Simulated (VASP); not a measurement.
Computed with MS2 meta-GGA, VASP's PBE PAW potentials (set 64) (plane waves; VASP).

VASP ran on this input.

File POSCAR:
```
Ge
1
   -0.0000000000     2.8188859550     2.8188859550
    2.8188859550     0.0000000000     2.8188859550
    2.8188859550     2.8188859550     0.0000000000
Ge
2
Direct
  0.0000000000   0.0000000000   0.0000000000
  0.2500000000   0.2500000000   0.2500000000
```

KPOINTS:
```
Automatic
0
G
 9 9 9
```

**KPOINTS_OPT**
```
k-points along high-symmetry lines
10
Line-mode
Reciprocal
  0.000000   0.000000   0.000000 ! GAMMA
  0.500000   0.000000   0.500000 ! X

  0.500000   0.000000   0.500000 ! X
  0.625000   0.250000   0.625000 ! U

  0.375000   0.375000   0.750000 ! K
  0.000000   0.000000   0.000000 ! GAMMA

  0.000000   0.000000   0.000000 ! GAMMA
  0.500000   0.500000   0.500000 ! L

  0.500000   0.500000   0.500000 ! L
  0.500000   0.250000   0.750000 ! W

  0.500000   0.250000   0.750000 ! W
  0.500000   0.000000   0.500000 ! X
```

INCAR:
```
NELM = 100   ! most electronic steps
NEDOS = 601   ! DOS grid
LMAXMIX = 4   ! l cut-off of mixed one-centre charges
LREAL = F   ! projection in real space or not
ENCUT = 520   ! plane-wave cut-off (eV)
METAGGA = MS2
LASPH = T
ISIF = 2   ! forces and stress, cell fixed
ALGO = Normal   ! blocked Davidson
EDIFF = 1E-7
SYSTEM = Ge
ISMEAR = -5   ! tetrahedra, Bloechl
LCHARG = F
LMIXTAU = T
LWAVE = F
PREC = Accurate
LORBIT = 11
```

POTCAR, in this order: Ge_d (PBE.64 set). Program: vasp_std.

What VASP printed:

File OSZICAR:
```
       N       E                     dE             d eps       ncg     rms          rms(c)
DAV:   1     0.137004116705E+03    0.13700E+03   -0.13839E+04  1320   0.378E+03
DAV:   2    -0.464919219857E+01   -0.14165E+03   -0.13969E+03  1260   0.500E+02
DAV:   3    -0.226272630413E+02   -0.17978E+02   -0.17820E+02  1388   0.135E+02
DAV:   4    -0.231783015456E+02   -0.55104E+00   -0.55027E+00  1522   0.278E+01
DAV:   5    -0.231869273698E+02   -0.86258E-02   -0.86249E-02  1454   0.351E+00    0.468E+00
DAV:   6    -0.116444222733E+02    0.11543E+02   -0.64615E+00  1624   0.358E+01    0.204E+00
DAV:   7    -0.117725193878E+02   -0.12810E+00   -0.83301E-01  1280   0.853E+00    0.912E-01
DAV:   8    -0.113449592490E+02    0.42756E+00   -0.13914E+00  1260   0.970E+00    0.793E-01
DAV:   9    -0.114888296602E+02   -0.14387E+00   -0.80987E-02  1312   0.328E+00    0.580E-01
DAV:  10    -0.115147906850E+02   -0.25961E-01   -0.54576E-03  1454   0.884E-01    0.483E-01
DAV:  11    -0.115474367987E+02   -0.32646E-01   -0.17001E-02  1342   0.136E+00    0.287E-01
DAV:  12    -0.115588636064E+02   -0.11427E-01   -0.16555E-02  1260   0.116E+00    0.904E-02
DAV:  13    -0.115606907817E+02   -0.18272E-02   -0.24716E-03  1580   0.753E-01    0.857E-02
DAV:  14    -0.115603189628E+02    0.37182E-03   -0.27029E-04  1280   0.200E-01    0.745E-02
DAV:  15    -0.115620542056E+02   -0.17352E-02   -0.41365E-03  1260   0.616E-01    0.237E-02
DAV:  16    -0.115621039661E+02   -0.49761E-04   -0.15558E-04  1404   0.118E-01    0.178E-02
DAV:  17    -0.115620874898E+02    0.16476E-04   -0.31863E-05  1582   0.910E-02    0.806E-03
DAV:  18    -0.115621097713E+02   -0.22281E-04   -0.20008E-05  1326   0.431E-02    0.505E-03
DAV:  19    -0.115621010605E+02    0.87108E-05   -0.85700E-07  1376   0.150E-02    0.297E-03
DAV:  20    -0.115620983929E+02    0.26676E-05   -0.70711E-07  1052   0.949E-03    0.963E-04
DAV:  21    -0.115621027369E+02   -0.43441E-05   -0.88105E-07   988   0.113E-02    0.512E-04
DAV:  22    -0.115621035141E+02   -0.77711E-06   -0.76249E-08   912   0.364E-03    0.411E-04
DAV:  23    -0.115621033550E+02    0.15907E-06   -0.25525E-08   638   0.235E-03    0.359E-04
DAV:  24    -0.115621041344E+02   -0.77940E-06   -0.68092E-09   636   0.162E-03    0.157E-04
DAV:  25    -0.115621047549E+02   -0.62050E-06   -0.33744E-09   634   0.787E-04    0.697E-05
DAV:  26    -0.115621046182E+02    0.13664E-06   -0.10767E-09   630   0.434E-04    0.415E-05
DAV:  27    -0.115621047597E+02   -0.14149E-06   -0.19720E-10   630   0.193E-04    0.333E-05
DAV:  28    -0.115621046948E+02    0.64903E-07   -0.26568E-10   630   0.181E-04
   1 F= -.11562105E+02 E0= -.11562105E+02  d E =0.000000E+00
       N       E                     dE             ncg
       N       E                     dE             ncg
```

### OUTCAR
```
------------------------ aborting loop because EDIFF is reached ----------------------------------------
  FORCE on cell =-STRESS in cart. coord.  units (eV):
  Direction    XX          YY          ZZ          XY          YZ          ZX
  --------------------------------------------------------------------------------------
  Total        0.0128149      0.0128149      0.0128149      0.0000000      0.0000000      0.0000000
  in kB        0.4583140      0.4583140      0.4583140      0.0000000      0.0000000      0.0000000
  external PRESSURE =       0.4583140 kB  Pullay stress =       0.0000000 kB
  volume of cell :       44.80
      direct lattice vectors                 reciprocal lattice vectors
     0.000000000  2.818885955  2.818885955    -0.177375037  0.177375037  0.177375037
     2.818885955  0.000000000  2.818885955     0.177375037 -0.177375037  0.177375037
     2.818885955  2.818885955  0.000000000     0.177375037  0.177375037 -0.177375037
 POSITION                                       TOTAL-FORCE (eV/Angst)
 -----------------------------------------------------------------------------------
      0.00000      0.00000      0.00000         0.000000      0.000000      0.000000
      1.40944      1.40944      1.40944        -0.000000     -0.000000     -0.000000
 -----------------------------------------------------------------------------------
    total drift:                                0.000000     -0.000000      0.000000
  FREE ENERGIE OF THE ION-ELECTRON SYSTEM (eV)
  ---------------------------------------------------
  free  energy   TOTEN  =       -11.5621046948 eV

  energy  without entropy=      -11.5621046948  energy(sigma->0) =      -11.56210469

 total charge

# of ion       s       p       d       tot
------------------------------------------
    1        1.114   1.316  10.035  12.466
    2        1.114   1.316  10.035  12.466
--------------------------------------------------
tot          2.229   2.631  20.071  24.931
```
(Selected blocks of OUTCAR.)

The compound is Ge in the diamond structure. It was relaxed first.
